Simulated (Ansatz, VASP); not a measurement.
# One calculation of HfZrSe4, two programs

Contents of INCAR:

```
PREC     = Accurate       # precision mode
ENCUT    = 520            # plane-wave cutoff, eV
EDIFF    = 1E-7           # SCF threshold, eV
ISMEAR   = 0              # smearing method
SIGMA    = 0.1            # smearing width, eV
LREAL    = F              # projectors in reciprocal space
LASPH    = T              # aspherical terms in the spheres
NELM     = 100            # most SCF steps
ALGO     = Normal         # electronic algorithm
ISIF     = 2              # what is computed and relaxed
LWAVE    = F              # write WAVECAR
LCHARG   = F              # write CHGCAR
GGA      = PE             # functional
NBANDS   = 32             # bands
```

KPOINTS

```
regular mesh
0
Gamma
  6 6 2
```

Contents of POSCAR:

```
HfZrSe4
1.0
    4.1526347100      0.0000000000      0.0000000000
   -2.0763173600      3.5962871500      0.0000000000
    0.0000000000      0.0000000000      9.1100879500
Zr Hf Se
1 1 4
Direct
    0.0000000000      0.0000000000      0.5000000000
    0.0000000000      0.0000000000      0.0000000000
    0.3333333300      0.6666666700      0.7664294200
    0.3333333300      0.6666666700      0.2335705800
    0.6666666700      0.3333333300      0.7664294200
    0.6666666700      0.3333333300      0.2335705800
```

Input for Ansatz:

```yaml
crystal:
  lattice:
    - [4.15263471, 0.0, 0.0]
    - [-2.07631736, 3.59628715, 0.0]
    - [0.0, 0.0, 9.11008795]
  atoms:
    - { symbol: Zr, position: [0.0, 0.0, 0.5] }
    - { symbol: Hf, position: [0.0, 0.0, 0.0] }
    - { symbol: Se, position: [0.33333333, 0.66666667, 0.76642942] }
    - { symbol: Se, position: [0.33333333, 0.66666667, 0.23357058] }
    - { symbol: Se, position: [0.66666667, 0.33333333, 0.76642942] }
    - { symbol: Se, position: [0.66666667, 0.33333333, 0.23357058] }
basis:
  ecutwfc: 420
kpoints:
  mp_grid: { grid: [6, 6, 2] }
hamiltonian:
  xc: pbe
scf:
  occupations: { method: gaussian, width: 0.1 }
  lower_state_search: "off"
output:
  forces: true
  stress: true
  eigenvalues: true
```

Change from the starting cell: species swapped into the ZrTiB4 type (P6/mmm, No. 191).

Alike in both runs: task single point; functional PBE; k mesh 6 × 6 × 2; occupations gaussian, width 0.1 eV; no spin polarisation.

```csv
,VASP,Ansatz
version,VASP 6.6.1,Ansatz 0.2.0
potentials or method,"VASP PAW PBE potentials, release 64 (Zr_sv, Hf_pv, Se)","scalar-relativistic, plane waves, PAW"
plane-wave cutoff (eV),520,420
valence electrons in the cell,46,102
```

```tsv
	VASP	Ansatz	Ansatz less VASP
gap on the k mesh at the Fermi level (eV)	none	none	-
pressure (GPa)	8.4	8.5	+0.02
largest component of the traceless stress (GPa)	23.08	22.94	-0.137
rms of the force components (eV/Å)	0.010	0.004	-0.0065
```

Atom by atom the forces differ by 0.007 eV/Å (rms over components). A gap of «none» marks a metal or a gap that the smearing closes. The two sets of potentials don't hold the same shells in valence.

Spin-orbit coupling is left out, which matters for the levels of Hf.
